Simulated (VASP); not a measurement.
Level of theory: revPBE GGA, VASP's PBE PAW potentials (set 64) (plane waves; VASP).

VASP ran on this input.

**KPOINTS**
```
Automatic mesh
0
Gamma
9 9 5
0 0 0
```

**INCAR**
```
ALGO = Normal
EDIFF = 1E-7
ENCUT = 520
GGA = RE
ISIF = 2
ISMEAR = -5
LASPH = T
LCHARG = T
LEFG = T
LMAXMIX = 4
LORBIT = 11
LREAL = F
LWAVE = F
NEDOS = 601
NELM = 100
PREC = Accurate
SYSTEM = GaN
```

**POSCAR**
```
GaN
1.0
  1.6186108680  -2.8035162212   0.0000000000
  1.6186108680   2.8035162212   0.0000000000
  0.0000000000   0.0000000000   5.2687160203
Ga N
2 2
Cartesian
  1.6186108680  -0.9345072761   2.6345363399
  1.6186108680   0.9345072761   0.0001783297
  1.6186108680  -0.9345072761   4.6204856201
  1.6186108680   0.9345072761   1.9861276099
```

POTCAR, in this order: Ga_d N (PBE.64 set). Program: vasp_std.

Output of the run:

File OUTCAR:
```
 ion  position               nearest neighbor table
   1  0.667  0.333  0.500-   4 1.98   4 1.98   4 1.98   3 1.99
   2  0.333  0.667  0.000-   3 1.98   3 1.98   3 1.98   4 1.99
   3  0.667  0.333  0.877-   2 1.98   2 1.98   2 1.98   1 1.99
   4  0.333  0.667  0.377-   1 1.98   1 1.98   1 1.98   2 1.99
  LATTYP: Found a hexagonal cell.
 ALAT       =     3.2372217015
 C/A-ratio  =     1.6275425368
 Subroutine PRICEL returns:
 Original cell was already a primitive cell.
 Subroutine GETGRP returns: Found 12 space group operations
The static configuration has the point symmetry C_3v.
 The point group associated with its full space group is C_6v.
The dynamic configuration has the point symmetry C_3v.
 Subroutine INISYM returns: Found 12 space group operations
 Subroutine IBZKPT returns following result:
 Found     36 irreducible k-points:

 Following reciprocal coordinates:
            Coordinates               Weight
  0.000000  0.000000  0.000000      1.000000
  0.111111  0.000000  0.000000      6.000000
  0.222222 -0.000000  0.000000      6.000000
  0.333333 -0.000000  0.000000      6.000000
  0.444444 -0.000000  0.000000      6.000000
...
```

### OSZICAR
```
       N       E                     dE             d eps       ncg     rms          rms(c)
DAV:   1     0.269811594267E+03    0.26981E+03   -0.18620E+04  1670   0.299E+03
DAV:   2     0.879054982858E+01   -0.26102E+03   -0.25386E+03  1732   0.513E+02
DAV:   3    -0.253480361842E+02   -0.34139E+02   -0.33788E+02  1854   0.151E+02
DAV:   4    -0.267358988543E+02   -0.13879E+01   -0.13838E+01  2174   0.326E+01
DAV:   5    -0.267616500395E+02   -0.25751E-01   -0.25743E-01  1816   0.390E+00    0.107E+01
DAV:   6    -0.228374984110E+02    0.39242E+01   -0.15146E+01  2844   0.550E+01    0.317E+00
DAV:   7    -0.229561579832E+02   -0.11866E+00   -0.15766E+00  1722   0.108E+01    0.269E+00
DAV:   8    -0.229652730144E+02   -0.91150E-02   -0.26549E-01  2528   0.773E+00    0.864E-01
DAV:   9    -0.229439292192E+02    0.21344E-01   -0.10811E-01  2862   0.547E+00    0.364E-01
DAV:  10    -0.229450524242E+02   -0.11232E-02   -0.59256E-03  1788   0.829E-01    0.149E-01
DAV:  11    -0.229451028907E+02   -0.50467E-04   -0.21121E-03  2356   0.783E-01    0.440E-02
DAV:  12    -0.229451225264E+02   -0.19636E-04   -0.21499E-04  1760   0.111E-01    0.254E-02
DAV:  13    -0.229451246272E+02   -0.21007E-05   -0.67968E-05  2136   0.149E-01    0.210E-02
DAV:  14    -0.229451257082E+02   -0.10810E-05   -0.87465E-06  2164   0.326E-02    0.703E-03
DAV:  15    -0.229451256596E+02    0.48610E-07   -0.13480E-06  2296   0.952E-03    0.225E-03
DAV:  16    -0.229451257664E+02   -0.10678E-06   -0.16772E-07  1426   0.501E-03    0.304E-04
DAV:  17    -0.229451257690E+02   -0.26021E-08   -0.72036E-08   948   0.244E-03
   1 F= -.22945126E+02 E0= -.22945126E+02  d E =0.000000E+00
```

OUTCAR:
```
------------------------ aborting loop because EDIFF is reached ----------------------------------------
  FORCE on cell =-STRESS in cart. coord.  units (eV):
  Direction    XX          YY          ZZ          XY          YZ          ZX
  --------------------------------------------------------------------------------------
  Total       -0.0198978     -0.0198978      0.0499878      0.0000000      0.0000000      0.0000000
  in kB       -0.6667086     -0.6667086      1.6749192      0.0000000      0.0000000      0.0000000
  external PRESSURE =       0.1138340 kB  Pullay stress =       0.0000000 kB
  volume of cell :       47.82
      direct lattice vectors                 reciprocal lattice vectors
     1.618610868 -2.803516221  0.000000000     0.308906860 -0.178347461  0.000000000
     1.618610868  2.803516221  0.000000000     0.308906860  0.178347461  0.000000000
     0.000000000  0.000000000  5.268716020     0.000000000  0.000000000  0.189799563
  FREE ENERGIE OF THE ION-ELECTRON SYSTEM (eV)
  ---------------------------------------------------
  free  energy   TOTEN  =       -22.9451257690 eV

  energy  without entropy=      -22.9451257690  energy(sigma->0) =      -22.94512577

 total charge

# of ion       s       p       d       tot
------------------------------------------
    1        0.780   0.847  10.154  11.781
    2        0.780   0.847  10.154  11.781
    3        1.230   2.490   0.000   3.720
    4        1.230   2.490   0.000   3.720
--------------------------------------------------
tot          4.019   6.675  20.308  31.002

 Electric field gradients after diagonalization (V/A^2)
 (convention: |V_zz| > |V_xx| > |V_yy|)
----------------------------------------------------------------------
 ion       V_xx      V_yy      V_zz     asymmetry (V_yy - V_xx)/ V_zz
----------------------------------------------------------------------
   1      -2.265    -2.258     4.523       0.002
   2      -2.265    -2.258     4.523       0.002
   3      -0.330    -0.326     0.656       0.006
   4      -0.330    -0.326     0.656       0.005
```
(Selected blocks of OUTCAR.)

The compound is GaN in the wurtzite structure. It was relaxed first.
